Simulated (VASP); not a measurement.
All values below come from G0W0 on PBE orbitals, VASP's PBE PAW potentials (set 64) (plane waves; VASP).

The input files of a VASP run:

INCAR:
```
LREAL  =  F   # projection in real space or not
ISMEAR  =  0
SYSTEM  =  CsI
LSPECTRALGW  =  T
NOMEGA  =  64
LASPH  =  T   # aspherical one-centre terms
ENCUT  =  500
SIGMA  =  0.01
NBANDSGW  =  16
NBANDS  =  160
ENCUTGW  =  200
GGA  =  PE   # PBE
ALGO  =  EVGW0
NELMGW  =  1
LWAVE  =  F
PREC  =  Normal
LCHARG  =  F
```

File POSCAR:
```
CsI
1
    4.5700000000     0.0000000000     0.0000000000
    0.0000000000     4.5700000000     0.0000000000
    0.0000000000     0.0000000000     4.5700000000
Cs I
1 1
Direct
  0.0000000000   0.0000000000   0.0000000000
  0.5000000000   0.5000000000   0.5000000000
```

KPOINTS:
```
Automatic
0
gamma
  4 4 4
0 0 0
```

POTCAR, in this order: Cs_sv_GW I_GW (PBE.64 set). Program: vasp_std. Read from the step before: WAVECAR, WAVEDER.

The run wrote:

OUTCAR:
```
 ion  position               nearest neighbor table
   1  0.000  0.000  0.000-
   2  0.500  0.500  0.500-
  LATTYP: Found a simple cubic cell.
 ALAT       =     4.5700000000
 Subroutine PRICEL returns:
 Original cell was already a primitive cell.
 Subroutine GETGRP returns: Found 48 space group operations
The static configuration has the point symmetry O_h .
The dynamic configuration has the point symmetry O_h .
 Subroutine INISYM returns: Found 48 space group operations
 Subroutine IBZKPT returns following result:
 Found     10 irreducible k-points:

 Following reciprocal coordinates:
            Coordinates               Weight
  0.000000  0.000000  0.000000      1.000000
  0.250000  0.000000  0.000000      6.000000
  0.500000  0.000000  0.000000      3.000000
  0.250000  0.250000  0.000000     12.000000
  0.500000  0.250000  0.000000     12.000000
  0.500000  0.500000  0.000000      3.000000
  0.250000  0.250000  0.250000      8.000000
  0.500000  0.250000  0.250000     12.000000
  0.500000  0.500000  0.250000      6.000000
  0.500000  0.500000  0.500000      1.000000
 Subroutine IBZKPT_HF returns following result:
   k-points           NKPTS =     10   k-points in BZ     NKDIM =     64   number of bands    NBANDS=    160
   number of dos      NEDOS =    301   number of ions     NIONS =      2
   total plane-waves  NPLWV =  21952
   dimension x,y,z NGX =    28 NGY =   28 NGZ =   28
   dimension x,y,z NGXF=    56 NGYF=   56 NGZF=   56
   ions per type =               1   1
   PREC   = normal    normal or accurate (medium, high low for compatibility)
   ISTART =      1    job   : 0-new  1-cont  2-samecut
   ICHARG =      0    charge: 1-file 2-atom 10-const
   ISPIN  =      1    spin polarized calculation?
   LNONCOLLINEAR =      F non collinear calculations
   LSORBIT =      F    spin-orbit coupling
   INIWAV =      1    electr: 0-lowe 1-rand  2-diag
...
```

### OSZICAR
```
energies w=
    0.000    0.000    0.532    0.000    1.063    0.000    1.591    0.000
    2.116    0.000    2.636    0.000    3.152    0.000    3.661    0.000
    4.164    0.000    4.660    0.000    5.149    0.000    5.632    0.000
    6.108    0.000    6.577    0.000    7.041    0.000    7.499    0.000
    7.953    0.000    8.402    0.000    8.848    0.000    9.292    0.000
    9.734    0.000   10.175    0.000   10.616    0.000   11.058    0.000
   11.503    0.000   11.951    0.000   12.404    0.000   12.863    0.000
   13.329    0.000   13.804    0.000   14.290    0.000   14.788    0.000
   15.300    0.000   15.829    0.000   16.376    0.000   16.945    0.000
   17.538    0.000   18.160    0.000   18.813    0.000   19.503    0.000
   20.234    0.000   21.013    0.000   21.846    0.000   22.743    0.000
   23.712    0.000   24.766    0.000   25.919    0.000   27.189    0.000
   28.597    0.000   30.170    0.000   31.941    0.000   33.955    0.000
   36.268    0.000   38.954    0.000   42.114    0.000   45.888    0.000
   50.476    0.000   56.170    0.000   63.422    0.000   72.967    0.000
   86.079    0.000  105.186    0.000  135.552    0.000  191.145    0.000
NQ=   1    0.0000    0.0000    0.0000,
 performed        206000 updates of chi_q(r,r)
NQ=   2    0.2500    0.0000    0.0000,
 performed        576000 updates of chi_q(r,r)
NQ=   3    0.5000    0.0000    0.0000,
 performed        859000 updates of chi_q(r,r)
NQ=   4    0.2500    0.2500    0.0000,
 performed       1301000 updates of chi_q(r,r)
NQ=   5    0.5000    0.2500    0.0000,
 performed       1743000 updates of chi_q(r,r)
NQ=   6    0.5000    0.5000    0.0000,
 performed       2021000 updates of chi_q(r,r)
NQ=   7    0.2500    0.2500    0.2500,
 performed       2360000 updates of chi_q(r,r)
NQ=   8    0.5000    0.2500    0.2500,
 performed       2771000 updates of chi_q(r,r)
NQ=   9    0.5000    0.5000    0.2500,
 performed       3131000 updates of chi_q(r,r)
NQ=  10    0.5000    0.5000    0.5000,
 performed       3337000 updates of chi_q(r,r)
 resolving degeneracies of screened two electron integrals
```

**OUTCAR**
```


 k-point   1 :       0.0000    0.0000    0.0000
  band No.  KS-energies  QP-energies   sigma(KS)   V_xc(KS)     V^pw_x(r,r')   Z            occupation Imag(sigma)

      1     -18.9192     -19.6621     -15.4026     -14.3262     -22.7828       0.6902       2.0000       1.1941
      2      -9.1934     -10.2025     -13.5778     -12.1120     -18.9528       0.6884       2.0000       1.1246
      3      -5.6238      -7.3958     -15.1483     -12.8991     -17.4334       0.7878       2.0000       0.0864
      4      -5.6238      -7.3958     -15.1483     -12.8991     -17.4334       0.7878       2.0000       0.0864
      5      -5.6238      -7.3958     -15.1483     -12.8991     -17.4334       0.7878       2.0000       0.0864
      6       1.3693       0.0097     -12.8022     -11.0753     -14.1383       0.7873       2.0000       0.0552
      7       1.3693       0.0097     -12.8022     -11.0753     -14.1383       0.7873       2.0000       0.0552
      8       1.3693       0.0097     -12.8022     -11.0753     -14.1383       0.7873       2.0000       0.0552
      9       5.3266       5.8934      -6.3307      -7.0106      -3.2115       0.8336       0.0000      -0.0526
     10       5.6522       6.2427      -6.1575      -6.8698      -3.1122       0.8289       0.0000      -0.0546
     11       5.6522       6.2427      -6.1575      -6.8698      -3.1122       0.8289       0.0000      -0.0546
     12       9.2335      10.3888      -7.5157      -8.9429      -4.0585       0.8095       0.0000      -0.0716
     13       9.2335      10.3888      -7.5157      -8.9429      -4.0585       0.8095       0.0000      -0.0716
     14       9.2335      10.3888      -7.5157      -8.9429      -4.0585       0.8095       0.0000      -0.0716
     15      11.6991      12.6018      -7.0072      -8.1452      -3.2923       0.7932       0.0000      -0.1155
     16      11.6991      12.6018      -7.0072      -8.1452      -3.2923       0.7932       0.0000      -0.1155

 k-point   2 :       0.2500    0.0000    0.0000
  band No.  KS-energies  QP-energies   sigma(KS)   V_xc(KS)     V^pw_x(r,r')   Z            occupation Imag(sigma)

      1     -18.9070     -19.6462     -15.4149     -14.3422     -22.7908       0.6891       2.0000       1.1834
      2      -9.1986     -10.2045     -13.5737     -12.0902     -18.9238       0.6780       2.0000       1.0957
      3      -5.6993      -7.4612     -15.0499     -12.8146     -17.3482       0.7882       2.0000       0.0928
      4      -5.5925      -7.3611     -15.1883     -12.9462     -17.4591       0.7888       2.0000       0.0827
      5      -5.5925      -7.3611     -15.1883     -12.9462     -17.4591       0.7888       2.0000       0.0827
      6       0.5243      -0.9068     -11.9577     -10.1278     -13.3972       0.7821       2.0000       0.0640
      7       1.2964      -0.0682     -12.6865     -10.9479     -14.0292       0.7848       2.0000       0.0559
      8       1.2964      -0.0682     -12.6865     -10.9479     -14.0292       0.7848       2.0000       0.0559
      9       6.0141       6.6416      -6.1777      -6.9376      -3.0455       0.8258       0.0000      -0.0573
     10       6.4407       7.0513      -6.6220      -7.3618      -3.4346       0.8254       0.0000      -0.0572
     11       6.8968       7.6070      -6.9137      -7.7811      -3.6903       0.8188       0.0000      -0.0614
     12       9.1148      10.1810      -7.3962      -8.7171      -3.9046       0.8071       0.0000      -0.0743
     13       9.1148      10.1810      -7.3962      -8.7171      -3.9046       0.8071       0.0000      -0.0743
     14       9.4954      10.6884      -7.5700      -9.0511      -4.0308       0.8054       0.0000      -0.0771
     15       9.6061      10.3137      -6.3170      -7.1936      -2.7639       0.8072       0.0000      -0.0807
     16      11.7069      12.5991      -7.1956      -8.3365      -3.2345       0.7820       0.0000      -0.1346

 k-point   3 :       0.5000    0.0000    0.0000
  band No.  KS-energies  QP-energies   sigma(KS)   V_xc(KS)     V^pw_x(r,r')   Z            occupation Imag(sigma)

      1     -18.8947     -19.6301     -15.4273     -14.3585     -22.7989       0.6880       2.0000       1.1725
      2      -9.2070     -10.2172     -13.5659     -12.0616     -18.8879       0.6716       2.0000       1.0693
      3      -5.7589      -7.5058     -14.9863     -12.7709     -17.2986       0.7885       2.0000       0.0991
      4      -5.5606      -7.3267     -15.2302     -12.9954     -17.4856       0.7903       2.0000       0.0788
      5      -5.5606      -7.3267     -15.2302     -12.9954     -17.4856       0.7903       2.0000       0.0788
      6      -0.0927      -1.5987     -11.5983      -9.6559     -13.2130       0.7754       2.0000       0.0762
      7       1.2203      -0.1516     -12.5637     -10.8133     -13.9129       0.7838       2.0000       0.0568
      8       1.2203      -0.1516     -12.5637     -10.8133     -13.9129       0.7838       2.0000       0.0568
      9       6.6660       7.4052      -6.2553      -7.1563      -2.9136       0.8205       0.0000      -0.0651
     10       7.9283       8.5538      -6.7385      -7.5034      -3.4242       0.8177       0.0000      -0.0670
     11       8.1842       9.0020      -7.5144      -8.5302      -4.0394       0.8051       0.0000      -0.0756
     12       8.1929       8.7422      -6.1192      -6.7882      -2.8694       0.8210       0.0000      -0.0624
     13       9.3637      10.4702      -7.6764      -9.0604      -4.0774       0.7995       0.0000      -0.0827
     14       9.3637      10.4702      -7.6764      -9.0604      -4.0774       0.7995       0.0000      -0.0827
     15       9.8727      11.1406      -7.6896      -9.2781      -4.0200       0.7981       0.0000      -0.0867
     16      10.3611      11.1384      -6.8109      -7.7813      -3.1738       0.8010       0.0000      -0.0863

 k-point   4 :       0.2500    0.2500    0.0000
  band No.  KS-energies  QP-energies   sigma(KS)   V_xc(KS)     V^pw_x(r,r')   Z            occupation Imag(sigma)

      1     -18.8954     -19.6319     -15.4278     -14.3571     -22.7983       0.6879       2.0000       1.1759
      2      -9.1587     -10.1528     -13.6037     -12.1227     -18.9326       0.6713       2.0000       1.0773
      3      -5.8091      -7.6040     -14.9238     -12.6388     -17.2522       0.7855       2.0000       0.0976
      4      -5.6660      -7.4242     -15.0946     -12.8681     -17.3795       0.7897       2.0000       0.0895
      5      -5.5670      -7.3330     -15.2208     -12.9839     -17.4826       0.7895       2.0000       0.0803
      6       0.5139      -0.9256     -11.9757     -10.1317     -13.4363       0.7806       2.0000       0.0649
      7       0.9083      -0.4978     -12.5054     -10.7127     -13.9299       0.7844       2.0000       0.0596
      8       1.3160      -0.0504     -12.6844     -10.9467     -14.0222       0.7863       2.0000       0.0558
      9       6.4749       7.1582      -6.5322      -7.3640      -3.3227       0.8215       0.0000      -0.0598
     10       6.6854       7.3441      -6.5632      -7.3615      -3.3781       0.8251       0.0000      -0.0575
     11       7.5278       8.2914      -6.7559      -7.6929      -3.4287       0.8149       0.0000      -0.0675
     12       8.2105       9.1688      -7.0798      -8.2531      -3.7509       0.8167       0.0000      -0.0645
     13       9.0907       9.9509      -7.3347      -8.4085      -3.7477       0.8011       0.0000      -0.0821
     14       9.4041      10.5002      -7.5220      -8.8894      -3.9404       0.8016       0.0000      -0.0810
     15      10.0320      10.7928      -6.5855      -7.5339      -2.9232       0.8022       0.0000      -0.0882
     16      11.2983      12.3405      -7.3205      -8.6365      -3.5898       0.7919       0.0000      -0.1014

 k-point   5 :       0.5000    0.2500    0.0000
  band No.  KS-energies  QP-energies   sigma(KS)   V_xc(KS)     V^pw_x(r,r')   Z            occupation Imag(sigma)

      1     -18.8837     -19.6198     -15.4407     -14.3722     -22.8060       0.6889       2.0000       1.1683
      2      -9.1196     -10.1103     -13.6328     -12.1526     -18.9375       0.6693       2.0000       1.0606
      3      -5.8667      -7.6467     -14.8661     -12.6022     -17.2104       0.7863       2.0000       0.1047
      4      -5.7828      -7.5761     -14.9512     -12.6711     -17.2695       0.7865       2.0000       0.0954
      5      -5.5411      -7.3060     -15.2544     -13.0227     -17.5066       0.7908       2.0000       0.0778
      6       0.2483      -1.2227     -12.0095     -10.1189     -13.5665       0.7781       2.0000       0.0694
      7       0.8738      -0.5385     -12.4542     -10.6509     -13.8880       0.7832       2.0000       0.0604
      8       1.3328      -0.0330     -12.6722     -10.9362     -14.0035       0.7868       2.0000       0.0557
      9       6.4133       7.0726      -6.4482      -7.2490      -3.2477       0.8233       0.0000      -0.0592
     10       6.9771       7.7022      -6.7166      -7.5977      -3.5358       0.8230       0.0000      -0.0581
     11       8.2317       9.1668      -7.0495      -8.1953      -3.7111       0.8161       0.0000      -0.0652
     12       8.2863       9.2399      -7.2108      -8.3826      -3.8559       0.8138       0.0000      -0.0664
     13       8.3663       9.1829      -6.8578      -7.8673      -3.3374       0.8089       0.0000      -0.0775
     14       9.6097      10.2581      -6.7274      -7.5348      -3.1697       0.8031       0.0000      -0.0827
     15      10.4127      11.2418      -6.9082      -7.9564      -3.1267       0.7910       0.0000      -0.1022
     16      10.6627      11.7678      -7.3451      -8.7437      -3.6110       0.7902       0.0000      -0.1010

 k-point   6 :       0.5000    0.5000    0.0000
  band No.  KS-energies  QP-energies   sigma(KS)   V_xc(KS)     V^pw_x(r,r')   Z            occupation Imag(sigma)

      1     -18.8726     -19.6103     -15.4540     -14.3860     -22.8131       0.6907       2.0000       1.1642
      2      -9.0249      -9.9975     -13.7087     -12.2604     -19.0001       0.6716       2.0000       1.0572
      3      -5.9853      -7.8048     -14.7292     -12.4082     -17.1035       0.7839       2.0000       0.1099
      4      -5.9853      -7.8048     -14.7292     -12.4082     -17.1035       0.7839       2.0000       0.1099
      5      -5.5215      -7.2845     -15.2795     -13.0507     -17.5280       0.7910       2.0000       0.0767
...
```
(Selected blocks of OUTCAR.)

The mesh is coarse and the basis finite, so the quasiparticle values are not converged.

The compound is CsI in the CsCl type structure. The cell was not relaxed at this level.
